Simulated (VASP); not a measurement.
PtSe2, 3 atoms in the cell. Symmetry: P-3m1, No. 164, trigonal system. The conventional cell has a = 3.724 Å, b = 3.724 Å, c = 5.062 Å, α = 90.00°, β = 90.00°, γ = 120.00°. Pt (site symmetry -3m) is surrounded by 6 Se at 2.49 Å. Around Se (site symmetry 3m) lie 3 Pt at 2.49 Å. 

```yaml
Program: VASP 6.6.1
Task: relaxation of the atoms
Functional: LDA
Potentials_or_basis: VASP PAW LDA potentials, release 64 (Pt, Se)
Cutoff: 520 eV
k_mesh: 10 × 10 × 8
Occupations: gaussian, width 0.05 eV
Spin: no spin polarisation
Further_INCAR_settings: ALGO = Normal; EDIFF = 1e-06; IBRION = 2; EDIFFG = -0.01; NSW = 60
```

Potentials or basis: VASP PAW LDA potentials, release 64 (Pt, Se).

Launch:

```sh
$ cat potpaw_LDA.64/Pt/POTCAR potpaw_LDA.64/Se/POTCAR > POTCAR
$ mpirun -np 2 vasp_std > vasp.out
```

Hardware: 2 MPI ranks on Intel(R) Xeon(R) Platinum 8559C (Emerald Rapids), with other jobs on the host.

Task: How long does it take, and how much memory?

Result: Run time: 37 s on 2 MPI ranks on Intel(R) Xeon(R) Platinum 8559C (Emerald Rapids) (shared host), peak memory 0.21 GiB a rank. Counts: scf iterations 23, k points 94, ion steps 3.
